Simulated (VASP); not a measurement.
Level of theory: PBE GGA, VASP's PBE PAW potentials (set 64) (plane waves; VASP).

VASP ran on this input.

INCAR:
```
SYSTEM = Ga32As33
PREC = Normal
ENCUT = 400
EDIFF = 1E-5
NELM = 100
ALGO = Fast
LREAL = Auto
LASPH = .TRUE.
ISMEAR = 0
SIGMA = 0.05
GGA = PE
LMAXMIX = 4
LWAVE = .FALSE.
LCHARG = .FALSE.
NELMIN = 4
ISYM = 0
NELECT = 264.0
IBRION = 2
ISIF = 2
NSW = 60
EDIFFG = -0.03
```

**POSCAR**
```
Ga32As33
1
   11.5222104212    -0.0000000000    -0.0000000000
   -0.0000000000    11.5222104212     0.0000000000
    0.0000000000     0.0000000000    11.5222104212
Ga As
32 33
Direct
  0.5000000000   0.0000000000   0.0000000000
  0.7500000000   0.2500000000   0.0000000000
  0.7500000000   0.0000000000   0.2500000000
  0.0000000000   0.0000000000   0.0000000000
  0.2500000000   0.2500000000   0.0000000000
  0.5000000000   0.5000000000   0.0000000000
  0.7500000000   0.7500000000   0.0000000000
  0.2500000000   0.0000000000   0.2500000000
  0.4978500000   0.2461890000   0.2537800000
  0.7500000000   0.5000000000   0.2500000000
  0.5000000000   0.0000000000   0.5000000000
  0.7500000000   0.2500000000   0.5000000000
  0.7500000000   0.0000000000   0.7500000000
  0.0000000000   0.5000000000   0.0000000000
  0.2500000000   0.7500000000   0.0000000000
  0.0000000000   0.2500000000   0.2500000000
  0.2472500000   0.5019850000   0.2510400000
  0.5000000000   0.7500000000   0.2500000000
  0.0000000000   0.0000000000   0.5000000000
  0.2535140000   0.2492940000   0.5004610000
  0.4995300000   0.4975620000   0.5034130000
  0.7500000000   0.7500000000   0.5000000000
  0.2500000000   0.0000000000   0.7500000000
  0.5000000000   0.2500000000   0.7500000000
  0.7500000000   0.5000000000   0.7500000000
  0.0000000000   0.7500000000   0.2500000000
  0.0000000000   0.5000000000   0.5000000000
  0.2500000000   0.7500000000   0.5000000000
  0.0000000000   0.2500000000   0.7500000000
  0.2500000000   0.5000000000   0.7500000000
  0.5000000000   0.7500000000   0.7500000000
  0.0000000000   0.7500000000   0.7500000000
  0.6250000000   0.1250000000   0.1250000000
  0.8750000000   0.3750000000   0.1250000000
  0.8750000000   0.1250000000   0.3750000000
  0.1250000000   0.1250000000   0.1250000000
  0.3740060000   0.3735440000   0.1251170000
  0.6250000000   0.6250000000   0.1250000000
  0.8750000000   0.8750000000   0.1250000000
  0.3712470000   0.1208580000   0.3719240000
  0.6254130000   0.3791350000   0.3785160000
  0.8750000000   0.6250000000   0.3750000000
  0.6250000000   0.1250000000   0.6250000000
  0.8750000000   0.3750000000   0.6250000000
  0.8750000000   0.1250000000   0.8750000000
  0.1250000000   0.6250000000   0.1250000000
  0.3750000000   0.8750000000   0.1250000000
  0.1260410000   0.3729240000   0.3765470000
  0.3759360000   0.6266890000   0.3753570000
  0.6250000000   0.8750000000   0.3750000000
  0.1250000000   0.1250000000   0.6250000000
  0.3760740000   0.3791450000   0.6264650000
  0.6250000000   0.6250000000   0.6250000000
  0.8750000000   0.8750000000   0.6250000000
  0.3750000000   0.1250000000   0.8750000000
  0.6250000000   0.3750000000   0.8750000000
  0.8750000000   0.6250000000   0.8750000000
  0.1250000000   0.8750000000   0.3750000000
  0.1250000000   0.6250000000   0.6250000000
  0.3750000000   0.8750000000   0.6250000000
  0.1250000000   0.3750000000   0.8750000000
  0.3750000000   0.6250000000   0.8750000000
  0.6250000000   0.8750000000   0.8750000000
  0.1250000000   0.8750000000   0.8750000000
  0.3760840000   0.3774530000   0.3753870000
```

**KPOINTS**
```
Automatic mesh
0
Gamma
1 1 1
0 0 0
```

POTCAR, in this order: Ga As (PBE.64 set). Program: vasp_gam.

Output of the run:

File OSZICAR:
```
...
RMM:   3    -0.252013924709E+03   -0.47588E-03   -0.47418E-03   350   0.122E-01    0.492E-02
RMM:   4    -0.252013954927E+03   -0.30218E-04   -0.61759E-04   340   0.461E-02    0.284E-02
RMM:   5    -0.252013956192E+03   -0.12650E-05   -0.17042E-04   334   0.250E-02    0.650E-03
RMM:   6    -0.252013958520E+03   -0.23275E-05   -0.36189E-05   227   0.110E-02
  28 F= -.25201396E+03 E0= -.25200578E+03  d E =-.948052E-02
       N       E                     dE             d eps       ncg     rms          rms(c)
DAV:   1    -0.252015418871E+03   -0.14627E-02   -0.42695E-01   340   0.121E+00    0.226E-01
RMM:   2    -0.252017242321E+03   -0.18234E-02   -0.24296E-02   330   0.280E-01    0.703E-02
RMM:   3    -0.252017675567E+03   -0.43325E-03   -0.42806E-03   348   0.117E-01    0.463E-02
RMM:   4    -0.252017703788E+03   -0.28221E-04   -0.56477E-04   342   0.444E-02    0.253E-02
RMM:   5    -0.252017707201E+03   -0.34128E-05   -0.15244E-04   334   0.236E-02    0.588E-03
RMM:   6    -0.252017709499E+03   -0.22985E-05   -0.31564E-05   223   0.103E-02
  29 F= -.25201771E+03 E0= -.25201180E+03  d E =-.132315E-01
       N       E                     dE             d eps       ncg     rms          rms(c)
DAV:   1    -0.252022996424E+03   -0.52892E-02   -0.52154E-01   348   0.132E+00    0.237E-01
RMM:   2    -0.252024850387E+03   -0.18540E-02   -0.26529E-02   330   0.293E-01    0.783E-02
RMM:   3    -0.252025366071E+03   -0.51568E-03   -0.50802E-03   353   0.123E-01    0.530E-02
RMM:   4    -0.252025393855E+03   -0.27784E-04   -0.57566E-04   340   0.452E-02    0.290E-02
RMM:   5    -0.252025396713E+03   -0.28578E-05   -0.16774E-04   333   0.251E-02    0.628E-03
RMM:   6    -0.252025399373E+03   -0.26601E-05   -0.34902E-05   232   0.110E-02
  30 F= -.25202540E+03 E0= -.25202185E+03  d E =-.768987E-02
       N       E                     dE             d eps       ncg     rms          rms(c)
DAV:   1    -0.252025696512E+03   -0.29980E-03   -0.21970E-01   348   0.860E-01    0.149E-01
RMM:   2    -0.252026524347E+03   -0.82784E-03   -0.11212E-02   330   0.191E-01    0.502E-02
RMM:   3    -0.252026739146E+03   -0.21480E-03   -0.20939E-03   352   0.800E-02    0.343E-02
RMM:   4    -0.252026754210E+03   -0.15064E-04   -0.27128E-04   340   0.301E-02    0.178E-02
RMM:   5    -0.252026756086E+03   -0.18761E-05   -0.65328E-05   286   0.157E-02
  31 F= -.25202676E+03 E0= -.25202436E+03  d E =-.904659E-02
       N       E                     dE             d eps       ncg     rms          rms(c)
DAV:   1    -0.252030260311E+03   -0.35061E-02   -0.25674E-01   348   0.933E-01    0.151E-01
RMM:   2    -0.252031159491E+03   -0.89918E-03   -0.11782E-02   330   0.199E-01    0.569E-02
RMM:   3    -0.252031375370E+03   -0.21588E-03   -0.21692E-03   348   0.830E-02    0.373E-02
RMM:   4    -0.252031392945E+03   -0.17575E-04   -0.30361E-04   341   0.319E-02    0.171E-02
RMM:   5    -0.252031397206E+03   -0.42605E-05   -0.64508E-05   277   0.156E-02
  32 F= -.25203140E+03 E0= -.25202972E+03  d E =-.464112E-02
       N       E                     dE             d eps       ncg     rms          rms(c)
DAV:   1    -0.252032222637E+03   -0.82969E-03   -0.37777E-01   348   0.113E+00    0.182E-01
RMM:   2    -0.252033566214E+03   -0.13436E-02   -0.17376E-02   330   0.242E-01    0.689E-02
RMM:   3    -0.252033887708E+03   -0.32149E-03   -0.32080E-03   349   0.101E-01    0.455E-02
RMM:   4    -0.252033912470E+03   -0.24763E-04   -0.44132E-04   339   0.387E-02    0.202E-02
RMM:   5    -0.252033919312E+03   -0.68415E-05   -0.95955E-05   325   0.190E-02
  33 F= -.25203392E+03 E0= -.25203288E+03  d E =-.716323E-02
       N       E                     dE             d eps       ncg     rms          rms(c)
DAV:   1    -0.252036479965E+03   -0.25675E-02   -0.16042E-01   356   0.727E-01    0.109E-01
RMM:   2    -0.252037081789E+03   -0.60182E-03   -0.73503E-03   330   0.153E-01    0.421E-02
RMM:   3    -0.252037231053E+03   -0.14926E-03   -0.14208E-03   354   0.648E-02    0.293E-02
RMM:   4    -0.252037240473E+03   -0.94197E-05   -0.18493E-04   332   0.249E-02    0.126E-02
RMM:   5    -0.252037242898E+03   -0.24247E-05   -0.39487E-05   231   0.122E-02
  34 F= -.25203724E+03 E0= -.25203649E+03  d E =-.332359E-02
       N       E                     dE             d eps       ncg     rms          rms(c)
DAV:   1    -0.252038789599E+03   -0.15491E-02   -0.25914E-01   343   0.924E-01    0.138E-01
RMM:   2    -0.252039757460E+03   -0.96786E-03   -0.11818E-02   330   0.193E-01    0.532E-02
RMM:   3    -0.252039995349E+03   -0.23789E-03   -0.22690E-03   352   0.819E-02    0.371E-02
RMM:   4    -0.252040010459E+03   -0.15110E-04   -0.29824E-04   338   0.315E-02    0.157E-02
RMM:   5    -0.252040014405E+03   -0.39467E-05   -0.63684E-05   257   0.153E-02
  35 F= -.25204001E+03 E0= -.25203953E+03  d E =-.609509E-02
       N       E                     dE             d eps       ncg     rms          rms(c)
DAV:   1    -0.252035428488E+03    0.45820E-02   -0.10358E+00   343   0.185E+00    0.276E-01
RMM:   2    -0.252039286354E+03   -0.38579E-02   -0.46961E-02   330   0.387E-01    0.106E-01
RMM:   3    -0.252040224607E+03   -0.93825E-03   -0.89493E-03   350   0.163E-01    0.752E-02
RMM:   4    -0.252040284212E+03   -0.59604E-04   -0.11926E-03   337   0.631E-02    0.313E-02
RMM:   5    -0.252040300583E+03   -0.16371E-04   -0.25337E-04   337   0.305E-02    0.742E-03
RMM:   6    -0.252040305300E+03   -0.47175E-05   -0.61484E-05   250   0.137E-02
  36 F= -.25204031E+03 E0= -.25204011E+03  d E =-.638599E-02
       N       E                     dE             d eps       ncg     rms          rms(c)
DAV:   1    -0.252039959717E+03    0.34087E-03   -0.21468E-01   335   0.842E-01    0.126E-01
RMM:   2    -0.252040730265E+03   -0.77055E-03   -0.95246E-03   330   0.174E-01    0.483E-02
RMM:   3    -0.252040917657E+03   -0.18739E-03   -0.18022E-03   350   0.733E-02    0.320E-02
RMM:   4    -0.252040929584E+03   -0.11927E-04   -0.23999E-04   336   0.283E-02    0.132E-02
RMM:   5    -0.252040932789E+03   -0.32055E-05   -0.48836E-05   241   0.135E-02
  37 F= -.25204093E+03 E0= -.25204064E+03  d E =-.701348E-02
       N       E                     dE             d eps       ncg     rms          rms(c)
DAV:   1    -0.252042804390E+03   -0.18748E-02   -0.13830E-01   340   0.685E-01    0.120E-01
RMM:   2    -0.252043433737E+03   -0.62935E-03   -0.77918E-03   330   0.157E-01    0.400E-02
RMM:   3    -0.252043568475E+03   -0.13474E-03   -0.13592E-03   347   0.646E-02    0.263E-02
RMM:   4    -0.252043573774E+03   -0.52992E-05   -0.17778E-04   336   0.247E-02    0.105E-02
RMM:   5    -0.252043576220E+03   -0.24453E-05   -0.38502E-05   230   0.116E-02
  38 F= -.25204358E+03 E0= -.25204335E+03  d E =-.264343E-02
       N       E                     dE             d eps       ncg     rms          rms(c)
DAV:   1    -0.252043781514E+03   -0.20774E-03   -0.58466E-02   356   0.445E-01    0.778E-02
RMM:   2    -0.252044060250E+03   -0.27874E-03   -0.33879E-03   330   0.104E-01    0.262E-02
RMM:   3    -0.252044121577E+03   -0.61326E-04   -0.60526E-04   349   0.431E-02    0.179E-02
RMM:   4    -0.252044124189E+03   -0.26122E-05   -0.80177E-05   276   0.165E-02
  39 F= -.25204412E+03 E0= -.25204393E+03  d E =-.319140E-02
       N       E                     dE             d eps       ncg     rms          rms(c)
DAV:   1    -0.252044844185E+03   -0.72261E-03   -0.36821E-02   340   0.359E-01    0.662E-02
RMM:   2    -0.252045025279E+03   -0.18109E-03   -0.22382E-03   330   0.861E-02    0.215E-02
RMM:   3    -0.252045063410E+03   -0.38131E-04   -0.38798E-04   346   0.352E-02    0.138E-02
RMM:   4    -0.252045065511E+03   -0.21018E-05   -0.51713E-05   256   0.136E-02
  40 F= -.25204507E+03 E0= -.25204488E+03  d E =-.941323E-03
```

File OUTCAR:
```
------------------------ aborting loop because EDIFF is reached ----------------------------------------
  FORCE on cell =-STRESS in cart. coord.  units (eV):
  Direction    XX          YY          ZZ          XY          YZ          ZX
  --------------------------------------------------------------------------------------
  Total       45.0536962     56.7375038     56.6707344      0.0077491      0.0059041     -0.1093259
  in kB       47.1882207     59.4255761     59.3556434      0.0081162      0.0061838     -0.1145055
  external PRESSURE =      55.3231467 kB  Pullay stress =       0.0000000 kB
  volume of cell :     1529.70
      direct lattice vectors                 reciprocal lattice vectors
    11.522210421  0.000000000  0.000000000     0.086788903  0.000000000  0.000000000
     0.000000000 11.522210421  0.000000000     0.000000000  0.086788903  0.000000000
     0.000000000  0.000000000 11.522210421     0.000000000  0.000000000  0.086788903
  FREE ENERGIE OF THE ION-ELECTRON SYSTEM (eV)
  ---------------------------------------------------
  free  energy   TOTEN  =      -252.0450655113 eV

  energy  without entropy=     -252.0446973512  energy(sigma->0) =     -252.04488143

 reached required accuracy - stopping structural energy minimisation
```
(Selected blocks of OUTCAR.)

File CONTCAR:
```
Ga32As33
   1.00000000000000
    11.5222104212000005    0.0000000000000000    0.0000000000000000
     0.0000000000000000   11.5222104212000005    0.0000000000000000
     0.0000000000000000    0.0000000000000000   11.5222104212000005
  Ga              As
    32    33
Direct
     0.4978035015028248    0.9994744430259718    0.9990184545320011
     0.7545312932303407    0.2494155285648365    0.0017668933305027
     0.7547276275536219    0.0024950785714163    0.2503311272706265
     0.0016176864042653    0.9991682068359827    0.0002871841089116
     0.2458943079915569    0.2497425779551035    0.9930072906338492
     0.5041846818808090    0.5005169491594820    0.9930674093878163
     0.7484160995073375    0.7507453398857810    0.0002691962629789
     0.2460795896667290    0.9919857143470151    0.2490858853928005
     0.4931730306058955    0.2392119513189368    0.2406165441797290
     0.7434947745476255    0.4997384614748604    0.2496589438774681
     0.5042018017468196    0.9921405887105044    0.5011737346426622
     0.7426504271732421    0.2504794934100865    0.5005590424345442
     0.7484056318488655    0.9990615958457896    0.7500640687180612
     0.9953556504689318    0.5002448958860010    0.0017379265894359
     0.2522431415977360    0.7501887786540179    0.9991122630877851
     0.0070361933804263    0.2500742479734543    0.2498146396436024
     0.2567993958578126    0.5109354866779897    0.2405721839250814
     0.5042409752507682    0.7580266408073060    0.2490511123857644
     0.9951453369150361    0.0025057471761067    0.4997528702493246
     0.2570397543782763    0.2390433550971019    0.5101787802920250
     0.4930070217403732    0.5110105018396659    0.5096114791629471
     0.7547896013203562    0.7478797283569637    0.4999538181972287
     0.2519471664174063    0.9991613163818878    0.7515398219027827
     0.5041131433429559    0.2494496109572553    0.7576817162324958
     0.7545922555526343    0.5004017476282723    0.7484133165728581
     0.9952120859268198    0.7475745621200250    0.2503928658231050
     0.0067856107249227    0.4997784684453439    0.5012181462201619
     0.2458733696996694    0.7581577796875888    0.5012254848264462
     0.9951277311200416    0.2491780459551949    0.7484579264640931
     0.2458736698192170    0.5005370143469443    0.7572942824605250
     0.4979522128892083    0.7505257187253696    0.7513456648041900
     0.0013687572395251    0.7507250930961914    0.7504266887057383
     0.6269639100124333    0.1217091798559820    0.1218951768044628
     0.8750781139988263    0.3747340411799871    0.1307947177384802
     0.8747853876823435    0.1325405099684819    0.3751939254950900
     0.1276978357225249    0.1238382587060550    0.1240518537082096
     0.3749629449022316    0.3751959444182993    0.1096001923685602
     0.6226303785216821    0.6260879493062427    0.1241781221204149
     0.8749863114175288    0.8750133807214828    0.1241400851780755
     0.3750122652350937    0.1078180507836213    0.3751378664789026
     0.6150199087434360    0.3752095338368084    0.3749816198498421
     0.8750938376659286    0.6176790559101392    0.3753661482569123
     0.6224220382215981    0.1238310813787323    0.6262919078547174
     0.8747834546038357    0.3748057976316534    0.6195170610783810
     0.8748845035832161    0.1223736304141176    0.8751919588534283
     0.1227308932817950    0.6282155992463447    0.1218298706849973
     0.3750211258534544    0.8748936312506798    0.1233509195747193
     0.1345099036983645    0.3752234191261168    0.3753767191420133
     0.3748849453509497    0.6424276570101870    0.3749913600914574
     0.6343620763904507    0.8751326616595296    0.3751219511106235
     0.1228014930085180    0.1214636097014707    0.6284955917963779
     0.3751654563857899    0.3750542446206000    0.6411910552983604
     0.6271763831923860    0.6284602677678912    0.6283718555871888
     0.8751426444192708    0.8750817935473595    0.6262223742328845
     0.3748507818540608    0.1243313774564820    0.8752085655132092
     0.6342169913740214    0.3750523883499043    0.8752626770293157
     0.8748855280404491    0.6272744647066695    0.8751914234950451
     0.1156515077851886    0.8751341081427613    0.3750621937926239
     0.1276286387881794    0.6263889982895917    0.6263390156516754
     0.3750957051250810    0.8750712065904976    0.6269335502239588
     0.1157050114759464    0.3748447885157503    0.8748738942472076
     0.3750575161991043    0.6255565814114319    0.8751218496442607
     0.6237664088841186    0.8750009605479799    0.8751853490342872
     0.1261406387940941    0.8747819724302484    0.8753926099510801
     0.3741469324860582    0.3749771865984526    0.3754567757957093
```

The cell is charged, with a uniform compensating background. The supercell is sampled at Γ alone, which is coarse: total energies, pressure and levels can be off, energies of defects by several tenths of an eV.

The cell is a supercell with a defect, built from GaAs (zinc blende): As_i, charge -3. The run is not spin-polarised, so no state with unpaired spins was tried.
